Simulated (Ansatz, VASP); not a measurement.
# Two plane-wave programs on Zn3P

Contents of INCAR:

```
ALGO = Normal ; EDIFF = 1E-7
ENCUT = 520 ; GGA = RP
ISIF = 2 ; ISMEAR = -1
LASPH = T ; LCHARG = F
LREAL = F ; LWAVE = F
NBANDS = 28 ; NELM = 60
PREC = Accurate ; SIGMA = 0.05
```

The input KPOINTS:

```
k-points
0
Gamma
  4 4 4
```

File POSCAR:

```
Zn3P
1.0
    3.9755180000      0.0000000000      0.0000000000
    0.0000000000      3.9755180000      0.0000000000
    0.0000000000      0.0000000000      3.9755180000
Zn P
3 1
Direct
    0.5000000000      0.5000000000      0.0000000000
    0.5000000000      0.0000000000      0.5000000000
    0.0000000000      0.5000000000      0.5000000000
    0.0000000000      0.0000000000      0.0000000000
```

input.yaml

```yaml
crystal:
  lattice:
    - [3.975518, 0.0, 0.0]
    - [0.0, 3.975518, 0.0]
    - [0.0, 0.0, 3.975518]
  atoms:
    - { symbol: Zn, position: [0.5, 0.5, 0.0] }
    - { symbol: Zn, position: [0.5, 0.0, 0.5] }
    - { symbol: Zn, position: [0.0, 0.5, 0.5] }
    - { symbol: P, position: [0.0, 0.0, 0.0] }
hamiltonian:
  xc: rpbe
  pseudopotentials: { kind: paw }
kpoints:
  mp_grid: { grid: [4, 4, 4] }
scf:
  occupations: { method: fermi_dirac, width: 0.05 }
  n_extra_bands: 10
output:
  forces: true
  stress: true
  eigenvalues: true
  dos: { projected: true, de: 0.05, nscf_kmesh: { grid: [6, 6, 6] } }
```

The cell comes from a database or a generator and needn't be the stable form of this composition.

Alike in both runs: functional RPBE; k mesh 4 × 4 × 4; occupations fermi-dirac, width 0.05 eV; no spin polarisation.

|  | VASP | Ansatz |
| --- | --- | --- |
| version | VASP 6.6.1 | Ansatz 0.2.0 |
| potentials or method | VASP PAW PBE potentials, release 64 (Zn, P) | Ansatz PAW |
| plane-wave cutoff (eV) | 520 | 420 |
| valence electrons in the cell | 41 | 41 |
| task | single point | projected density of states |

Ansatz gave:

| Item | Value |
| --- | --- |
| gap on the k mesh at the Fermi level (eV) | none |
| pressure (GPa) | 2.0 |

Question: Estimate VASP's values.

Answer: gap on the k mesh at the Fermi level (eV): none; pressure (GPa): 2.1.

A gap of «none» marks a metal or a gap that the smearing closes.

Caveats: the k mesh is coarse (spacing up to 0.40 Å⁻¹), so the values aren't converged; the PAW data sets were made with another functional, which shifts forces and pressure a little (VASP); the PAW data sets come from PBE, with cores solved anew for the run's functional, which leaves a small shift of forces and pressure (Ansatz); the density of states is complete only up to the lowest level of the last band computed (Ansatz).
